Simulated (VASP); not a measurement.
# NaCl: excitons from the Bethe-Salpeter equation

Wanted: the lowest vertical excitons of NaCl and its absorption. The cell is of the rock-salt type, one of the forms listed for this formula, which need not be the common one. The start is a cell from a database of measured crystal structures.

Calculated with VASP 6.6.1; PBE; plane waves and PAW (Cl_GW, Na_sv_GW), in the first sound run; inputs show where later runs differ.

The database entry behind the starting cell differs from later determinations by our own check (an axis about 0.4 % short against later determinations), so it need not match the best structure at ambient conditions.

## 1. The structure

The structure is cubic, space group Fm-3m (No. 225). The conventional cell has a = 5.620 Å, b = 5.620 Å, c = 5.620 Å, α = 90.00°, β = 90.00°, γ = 90.00°. Cl has 6 Na at 2.81 Å nearest. Na has 6 Cl at 2.81 Å nearest. Farther neighbours and most contacts between anions are not listed.

Coordinates:

```
Cl Na
1.0
     0.00000    2.81000    2.81000
     2.81000    0.00000    2.81000
     2.81000    2.81000    0.00000
Cl Na
1 1
Direct
  0.50000 0.50000 0.50000
  0.00000 0.00000 0.00000
```

## 2. Ground state

The orbitals come from a self-consistent PBE run with a tight EDIFF and a narrow smearing. KPOINTS_OPT adds the bands along a path, which shows whether the mesh holds the band edges.

Input file INCAR:

```
SYSTEM = NaCl
PREC = Accurate
ENCUT = 400
EDIFF = 1E-08
NELM = 100
ISMEAR = 0
SIGMA = 0.01
LREAL = .FALSE.
ALGO = Normal
GGA = PE
NBANDS = 14
LORBIT = 11
LWAVE = .TRUE.
LCHARG = .FALSE.
KPAR = 8
```

Input file POSCAR:

```
NaCl
1.0
    0.0000000000      2.8100000000      2.8100000000
    2.8100000000      0.0000000000      2.8100000000
    2.8100000000      2.8100000000      0.0000000000
Cl Na
1 1
Direct
    0.5000000000      0.5000000000      0.5000000000
    0.0000000000      0.0000000000      0.0000000000
```

Input file KPOINTS:

```
Automatic mesh
0
Gamma
8 8 8
0 0 0
```

Input file KPOINTS_OPT:

```
Line mode
12
Line-mode
Reciprocal
  0.00000000   0.00000000   0.00000000 GAMMA
  0.50000000   0.00000000   0.50000000 X

  0.50000000   0.00000000   0.50000000 X
  0.50000000   0.25000000   0.75000000 W

  0.50000000   0.25000000   0.75000000 W
  0.37500000   0.37500000   0.75000000 K

  0.37500000   0.37500000   0.75000000 K
  0.00000000   0.00000000   0.00000000 GAMMA

  0.00000000   0.00000000   0.00000000 GAMMA
  0.50000000   0.50000000   0.50000000 L

  0.50000000   0.50000000   0.50000000 L
  0.62500000   0.25000000   0.62500000 U

  0.62500000   0.25000000   0.62500000 U
  0.50000000   0.25000000   0.75000000 W

  0.50000000   0.25000000   0.75000000 W
  0.50000000   0.50000000   0.50000000 L

  0.50000000   0.50000000   0.50000000 L
  0.37500000   0.37500000   0.75000000 K

  0.62500000   0.25000000   0.62500000 U
  0.50000000   0.00000000   0.50000000 X
```

The projector-augmented-wave data sets are Cl_GW and Na_sv_GW (PBE family, release 64).

Command:

```sh
$ mpirun -np 8 vasp_std
```

The program printed:

```text
[banner, memory and clock lines left out]
running    8 mpi-ranks, on    1 nodes
 distrk:  each k-point on    1 cores,    8 groups
 distr:  one band on    1 cores,    1 groups

 POSCAR found type information on POSCAR ClNa
 POSCAR found :  2 types and       2 ions
|                                                                             |
|           W    W    AA    RRRRR   N    N  II  N    N   GGGG   !!!           |
|           W    W   A  A   R    R  NN   N  II  NN   N  G    G  !!!           |
|           W    W  A    A  R    R  N N  N  II  N N  N  G       !!!           |
|           W WW W  AAAAAA  RRRRR   N  N N  II  N  N N  G  GGG   !            |
|           WW  WW  A    A  R   R   N   NN  II  N   NN  G    G                |
|           W    W  A    A  R    R  N    N  II  N    N   GGGG   !!!           |
|                                                                             |
|     For optimal performance we recommend to set                             |
|       NCORE = 2 up to number-of-cores-per-socket                            |
|     NCORE specifies how many cores store one orbital (NPAR=cpu/NCORE).      |
|     This setting can greatly improve the performance of VASP for DFT.       |
|     The default, NCORE=1 might be grossly inefficient on modern             |
|     multi-core architectures or massively parallel machines. Do your        |
|     Unfortunately you need to use the default for GW and RPA                |
|     calculations (for HF NCORE is supported but not extensively tested      |
|     yet).                                                                   |
|                                                                             |

 LDA part: xc-table for (Slater+PW92), standard interpolation
 POSCAR, INCAR and KPOINTS ok, starting setup
 FFT: planning ... GRIDC
 FFT: planning ... GRID_SOFT
 FFT: planning ... GRID
 WAVECAR not read
 entering main loop
       N       E                     dE             d eps       ncg     rms          rms(c)
DAV:   1     0.114556666978E+03    0.11456E+03   -0.67243E+03   812   0.887E+02
DAV:   2    -0.315552879137E+01   -0.11771E+03   -0.11073E+03   950   0.277E+02
DAV:   3    -0.882173878240E+01   -0.56662E+01   -0.56304E+01  1070   0.604E+01
DAV:   4    -0.898036411947E+01   -0.15863E+00   -0.15855E+00  1116   0.107E+01
DAV:   5    -0.898544840274E+01   -0.50843E-02   -0.50839E-02  1202   0.176E+00    0.159E+00
DAV:   6    -0.885164320100E+01    0.13381E+00   -0.18105E-01  1034   0.339E+00    0.758E-01
DAV:   7    -0.884475379565E+01    0.68894E-02   -0.49648E-02  1162   0.148E+00    0.401E-01
DAV:   8    -0.885019150961E+01   -0.54377E-02   -0.78303E-03   872   0.862E-01    0.434E-02
DAV:   9    -0.885025148220E+01   -0.59973E-04   -0.17258E-04  1078   0.159E-01    0.210E-02
DAV:  10    -0.885031869087E+01   -0.67209E-04   -0.65280E-05   914   0.534E-02    0.226E-03
DAV:  11    -0.885032005558E+01   -0.13647E-05   -0.24642E-06  1034   0.122E-02    0.102E-03
DAV:  12    -0.885032041942E+01   -0.36384E-06   -0.56227E-07   914   0.670E-03    0.105E-03
DAV:  13    -0.885032026033E+01    0.15909E-06   -0.11287E-07  1046   0.420E-03    0.625E-05
DAV:  14    -0.885032024524E+01    0.15090E-07   -0.21824E-09   634   0.652E-04    0.231E-05
DAV:  15    -0.885032024419E+01    0.10507E-08   -0.38255E-10   598   0.226E-04
   1 F= -.88503202E+01 E0= -.88503202E+01  d E =-.317723E-38
 Start KPOINTS_OPT (optional k-point list driver)
k-point batch [1-29\120]
       N       E                     dE             ncg
DAV:   1    -0.413368498515E+04   -0.16134E+05      820
DAV:   2    -0.755305341143E+04   -0.34194E+04      920
DAV:   3    -0.771542750796E+04   -0.16237E+03     1040
DAV:   4    -0.772008186005E+04   -0.46544E+01     1178
DAV:   5    -0.772019075788E+04   -0.10890E+00     1082
DAV:   6    -0.772019555839E+04   -0.48005E-02     1224
DAV:   7    -0.772019560749E+04   -0.49100E-04     1094
DAV:   8    -0.772019560834E+04   -0.85524E-06     1212
DAV:   9    -0.772019560835E+04   -0.76470E-08      828
[...]
k-point batch [117-120\120]
       N       E                     dE             ncg
DAV:   1     0.119226228859E+05   -0.27306E+04      112
DAV:   2     0.114895983783E+05   -0.43302E+03      136
DAV:   3     0.114686205818E+05   -0.20978E+02      148
DAV:   4     0.114679840715E+05   -0.63651E+00      172
DAV:   5     0.114679699415E+05   -0.14130E-01      138
DAV:   6     0.114679696252E+05   -0.31626E-03      178
DAV:   7     0.114679696206E+05   -0.45642E-05      144
DAV:   8     0.114679696205E+05   -0.75455E-07      178
DAV:   9     0.114679696205E+05   -0.32378E-09      110
 writing wavefunctions
```

Wall time 12 s (8 MPI ranks of Intel Xeon Platinum 8259CL at 2.50GHz (Skylake/Cascade Lake), shared host); peak memory 1.4 GiB; 72 s of CPU time.

Lines that name or quote the potential files are left out of all logs, and their timing lines are given in words.

Parts of OUTCAR (step 2):

```text
ion  position               nearest neighbor table
   1  0.500  0.500  0.500-
   2  0.000  0.000  0.000-

  LATTYP: Found a face centered cubic cell.
 ALAT       =     5.6200000000

 Subroutine GETGRP returns: Found 48 space group operations
 (whereof 48 operations were pure point group operations)

The static configuration has the point symmetry O_h .

 Found     29 irreducible k-points:

   k-points           NKPTS =     29   k-points in BZ     NKDIM =     29   number of bands    NBANDS=     14

   dimension x,y,z NGX =    28 NGY =   28 NGZ =   28
   dimension x,y,z NGXF=    56 NGYF=   56 NGZF=   56

   ENCUT  =  400.0 eV  29.40 Ry    5.42 a.u.   6.48  6.48  6.48*2*pi/ulx,y,z

   NELECT =      16.0000    total number of electrons

 k-points in reciprocal lattice and weights: Automatic mesh
   0.00000000  0.00000000  0.00000000       0.002
   0.12500000  0.00000000  0.00000000       0.016
   0.25000000  0.00000000  0.00000000       0.016
   0.37500000  0.00000000  0.00000000       0.016
   0.50000000  0.00000000  0.00000000       0.008
   0.12500000  0.12500000  0.00000000       0.012
   0.25000000  0.12500000  0.00000000       0.047
   0.37500000  0.12500000  0.00000000       0.047
   0.50000000  0.12500000  0.00000000       0.047
[...]
-0.37500000  0.50000000  0.12500000       0.023
  -0.25000000  0.50000000  0.25000000       0.012

 average (electrostatic) potential at core
       1 -84.2180       2 -55.7846

 E-fermi :  -0.7869

 k-point     1 :       0.0000    0.0000    0.0000
  band No.  band energies     occupation
    ...
      4     -21.6719      2.00000
      5     -13.5585      2.00000
      6      -0.8754      2.00000
      7      -0.8754      2.00000
      8      -0.8754      2.00000
      9       4.2803      0.00000
     10      10.1739      0.00000
     11      10.1739      0.00000
     12      10.1739      0.00000
     13      12.2606      0.00000
    ...

 k-point     2 :       0.1250    0.0000    0.0000
  band No.  band energies     occupation
    ...
      4     -21.6727      2.00000
      5     -13.5104      2.00000
      6      -1.2490      2.00000
      7      -0.9170      2.00000
      8      -0.9170      2.00000
      9       4.7796      0.00000
     10       9.6562      0.00000
     11      10.3656      0.00000
     12      10.3656      0.00000
     13      12.0258      0.00000
    ...

 k-point     3 :       0.2500    0.0000    0.0000
  band No.  band energies     occupation
    ...
      4     -21.6737      2.00000
      5     -13.3912      2.00000
      6      -1.9871      2.00000
      7      -1.0141      2.00000
      8      -1.0141      2.00000
      9       5.7530      0.00000
     10       9.1300      0.00000
     11      10.4574      0.00000
     12      10.4574      0.00000
     13      12.2559      0.00000
    ...

  Total        0.0209647      0.0209647      0.0209647      0.0000000      0.0000000     -0.0000000
  in kB        0.7569213      0.7569213      0.7569213      0.0000000      0.0000000     -0.0000000
  external PRESSURE =       0.7569213 kB  Pullay stress =       0.0000000 kB

  energy-cutoff  :      400.00
  volume of cell :       44.38
      direct lattice vectors                 reciprocal lattice vectors
     0.000000000  2.810000000  2.810000000    -0.177935943  0.177935943  0.177935943
     2.810000000  0.000000000  2.810000000     0.177935943 -0.177935943  0.177935943
     2.810000000  2.810000000  0.000000000     0.177935943  0.177935943 -0.177935943

 POSITION                                       TOTAL-FORCE (eV/Angst)
 -----------------------------------------------------------------------------------
      2.81000      2.81000      2.81000         0.000000     -0.000000     -0.000000
      0.00000      0.00000      0.00000         0.000000      0.000000      0.000000
 -----------------------------------------------------------------------------------
    total drift:                                0.000000      0.000000      0.000000

  FREE ENERGIE OF THE ION-ELECTRON SYSTEM (eV)
  ---------------------------------------------------
  free  energy   TOTEN  =        -8.8503202442 eV

  energy  without entropy=       -8.8503202442  energy(sigma->0) =       -8.85032024

 total charge
# of ion       s       p       d       tot
------------------------------------------
    1        1.570   3.537   0.002   5.109
    2        2.002   5.984   0.016   8.002
--------------------------------------------------
tot          3.572   9.521   0.018  13.111

[... 3 further parts left out ...]
```

This step gave:

| Item | Value |
| --- | --- |
| free energy (TOTEN) | -8.850 eV |
| Fermi energy | -0.7869 eV |
| pressure | 0.07569 GPa |
| least gap on mesh and path | 5.156 eV |
| least direct gap on mesh and path | 5.156 eV |

The highest empty bands on the path are converged less tightly, to about 0.1 eV. Electronic bands along the path, in eV, zero at the valence-band top; v1 is the highest filled band, c1 the lowest empty one:

```
          point     v3     v2     v1    c1     c2     c3     c4
              Γ   0.00   0.00   0.00  5.16  11.05  11.05  11.05
0.45 of the way  -0.96  -0.28  -0.28  6.90   9.28  11.04  12.19
              X  -1.69  -0.61  -0.61  7.56   8.04  11.40  14.88
0.45 of the way  -1.58  -0.77  -0.68  7.99   8.45  10.97  12.94
              W  -1.21  -1.21  -0.76  8.85   9.70   9.70  11.37
0.55 of the way  -1.38  -1.12  -0.61  8.52   9.12  10.36  12.02
              K  -1.43  -1.13  -0.50  8.24   9.04  10.59  12.74
0.45 of the way  -1.33  -0.56  -0.19  7.59   9.64  10.55  11.79
              Γ   0.00   0.00   0.00  5.16  11.05  11.05  11.05
0.45 of the way  -0.98  -0.12  -0.12  6.46  10.05  11.36  11.36
              L  -1.95  -0.27  -0.27  7.28  10.72  10.92  10.92
0.55 of the way  -1.70  -0.76  -0.37  8.18   9.67  10.38  11.66
              U  -1.43  -1.13  -0.50  8.24   9.04  10.59  12.74
0.55 of the way  -1.36  -1.12  -0.65  8.61   9.17  10.27  11.85
              W  -1.21  -1.21  -0.76  8.85   9.70   9.70  11.37
0.45 of the way  -1.63  -0.84  -0.45  8.50   9.44  10.20  11.78
              L  -1.95  -0.27  -0.27  7.28  10.72  10.92  10.92
0.45 of the way  -1.78  -0.63  -0.35  7.97   9.88  10.50  11.45
              K  -1.43  -1.13  -0.50  8.24   9.04  10.59  12.74
      jump to U  -1.43  -1.13  -0.50  8.24   9.04  10.59  12.74
0.45 of the way  -1.61  -0.80  -0.57  7.83   8.37  11.11  13.62
              X  -1.69  -0.61  -0.61  7.56   8.04  11.40  14.88
```

Of the projections kept (Cl, Na), the largest for each band there, as a share of the weight inside these atoms' spheres; weight between the spheres isn't counted:

```
point       v3       v2       v1       c1       c2       c3       c4
    Γ  Cl 0.99  Cl 0.99  Cl 0.99  Cl 0.85  Cl 0.79  Cl 0.79  Cl 0.79
    X  Cl 0.95  Cl 0.97  Cl 0.97  Cl 0.70  Cl 0.73  Cl 0.81  Cl 0.50
    W  Cl 0.96  Cl 0.96  Cl 0.99  Cl 0.78  Cl 0.83  Cl 0.83  Na 0.52
    K  Cl 0.95  Cl 0.98  Cl 0.98  Cl 0.64  Cl 0.85  Cl 0.83  Cl 0.60
    Γ  Cl 0.99  Cl 0.99  Cl 0.99  Cl 0.85  Cl 0.79  Cl 0.79  Cl 0.79
    L  Cl 0.98  Cl 0.99  Cl 0.99  Cl 0.60  Cl 0.90  Cl 0.58  Cl 0.58
```

The electronic bands as a text plot (rows in eV, shown from -2.0 to 10.9 only):

```
   10.7 |++  +++    +   ++   +  ++ ++   +++++  ++     +++++  ++
   10.1 |  +         + +  + +  +     +++   ++++  +  +++   +++
    9.6 |   +        ++   +++++              +   +++ +     ++
    9.0 |    +      ++++++                    +++ +++        +
    8.5 |     ++   ++  +++++                 +++++          ++++
    8.0 |      +++++        +               +        ++   ++  +++
    7.4 |    ++ +++          +          ++++           +++      +
    6.9 |                     +       ++
    6.4 |   +                        +
    5.8 |  +                   ++   +
    5.3 |++                      +++
    4.8 |
    4.2 |
    3.7 |
    3.1 |
    2.6 |
    2.1 |
    1.5 |
    1.0 |
    0.5 |
   -0.1 |****              *****************           ****
   -0.6 |  **************** ****    **     *************  *******
   -1.1 |    **     ******** **       *      ********       ***
   -1.7 |      ******   *****          *********    ********* ***
         Γ       X    W  K        Γ      L     U  W     L   K|U X
```

The cell has a gap of 5.16 eV on mesh and path.

## 3. Empty bands

ALGO = Exact makes the empty bands from the converged ground state in one step. LOPTICS writes the k-derivatives of the orbitals (WAVEDER), which give the long-wavelength limit of the screening.

Input file INCAR:

```
SYSTEM = NaCl
PREC = Accurate
ENCUT = 400
ISMEAR = 0
SIGMA = 0.01
LREAL = .FALSE.
GGA = PE
NBANDS = 104
ALGO = Exact
NELM = 1
LWAVE = .TRUE.
LCHARG = .FALSE.
LOPTICS = .TRUE.
NEDOS = 1000
CSHIFT = 0.1
```

POSCAR is that of step 2.

KPOINTS is that of step 2.

Command:

```sh
$ mpirun -np 8 vasp_std
```

The program printed:

```text
[banner, memory and clock lines left out]
running    8 mpi-ranks, on    1 nodes
 distrk:  each k-point on    8 cores,    1 groups
 distr:  one band on    1 cores,    8 groups

 POSCAR found type information on POSCAR ClNa
 POSCAR found :  2 types and       2 ions
 [... a notice as in an earlier step ...]

 LDA part: xc-table for (Slater+PW92), standard interpolation
 found WAVECAR, reading the header
  number of bands has changed, file:    14 present:   104
  trying to continue reading WAVECAR, but it might fail
 POSCAR, INCAR and KPOINTS ok, starting setup
 FFT: planning ... GRIDC
 FFT: planning ... GRID_SOFT
 FFT: planning ... GRID
 reading WAVECAR
 random initialization beyond band           14
 the WAVECAR file was read successfully
 initial charge from wavefunction
 entering main loop
       N       E                     dE             d eps       ncg     rms          rms(c)
DIA:   1    -0.885032024569E+01   -0.88503E+01    0.00000E+00     0   0.000E+00
   1 F= -.88503202E+01 E0= -.88503202E+01  d E =-.109813-107
 writing wavefunctions
 optical routines
 imaginary and real dielectric function
 recalculating local potential from charge density
 direction            1
 direction            2
 direction            3
```

The job ended after 13 s (8 MPI ranks; peak memory 1.4 GiB; 82 s of CPU time).

From OUTCAR (step 3):

```text
The static configuration has the point symmetry O_h .

 Found     29 irreducible k-points:

   k-points           NKPTS =     29   k-points in BZ     NKDIM =     29   number of bands    NBANDS=    104

   NELECT =      16.0000    total number of electrons

 E-fermi :  -0.7211

 k-point     2 :       0.1250    0.0000    0.0000
  band No.  band energies     occupation
    ...
      4     -21.6726      2.00000
      5     -13.5104      2.00000
      6      -1.2490      2.00000
      7      -0.9170      2.00000
      8      -0.9170      2.00000
      9       4.7796      0.00000
     10       9.6562      0.00000
     11      10.3656      0.00000
     12      10.3656      0.00000
     13      12.0258      0.00000
    ...

 k-point     5 :       0.5000    0.0000    0.0000
  band No.  band energies     occupation
    ...
      4     -21.6744      2.00000
      5     -13.2137      2.00000
      6      -2.8275      2.00000
      7      -1.1444      2.00000
      8      -1.1444      2.00000
      9       6.4039      0.00000
     10       9.8485      0.00000
     11      10.0434      0.00000
     12      10.0434      0.00000
     13      14.2140      0.00000
    ...

  Total        0.0204873      0.0204873      0.0204873      0.0000000      0.0000000     -0.0000000
  in kB        0.7396836      0.7396836      0.7396836      0.0000000      0.0000000     -0.0000000
  external PRESSURE =       0.7396836 kB  Pullay stress =       0.0000000 kB

 POSITION                                       TOTAL-FORCE (eV/Angst)
 -----------------------------------------------------------------------------------
      2.81000      2.81000      2.81000         0.000000      0.000000      0.000000
      0.00000      0.00000      0.00000        -0.000000     -0.000000     -0.000000
 -----------------------------------------------------------------------------------
    total drift:                                0.000000      0.000000      0.000000

  FREE ENERGIE OF THE ION-ELECTRON SYSTEM (eV)
  ---------------------------------------------------
  free  energy   TOTEN  =        -8.8503202457 eV

  energy  without entropy=       -8.8503202457  energy(sigma->0) =       -8.85032025

 plasma frequency squared (from intraband transitions) (eV^2)
  --------------------------------------------------------------------------------------
       0.000      -0.000      -0.000
      -0.000       0.000      -0.000
       0.000      -0.000       0.000

[... 11 parts as in an earlier step ...]

[... 1 further part left out ...]
```

The gap is read on the k-mesh alone, so it is an upper bound where the band edges lie off the mesh, and a coarse mesh can show a gap where there is none.

Numbers from this step:

```yaml
gap_on_the_k_mesh: 5.156 eV
least_direct_gap_on_the_k_mesh: 5.156 eV
```

WAVECAR now holds 104 bands for 16 electrons. Its independent-particle dielectric tensor has xx, yy, zz = 2.8, 2.8, 2.8 on this mesh. It isn't tested for convergence in mesh or bands and lacks local fields, and at a small direct gap a coarse mesh makes it too large, which overscreens the GW step.

(Continued in part 2 of 3.)

[Lines on the potential files, build, host, timing and source positions are cut from VASP's logs without a mark.]

[Logs are printed without paths, hosts, clocks, repeated set-up lines and the standing remarks that a program may print on its own settings, such as how far it seeks lower states.]

[Hosts, paths, dates, database ids (printed as entryN), source tags and the programs' standing remarks are cut or masked in the printed files.]

[Pressures printed for these runs are not shown converged in the cutoff: they can be off by several GPa and have the wrong sign.]

[In band tables of VASP the shares of atoms and orbitals are scaled to a sum of 1 inside the atoms' spheres.]
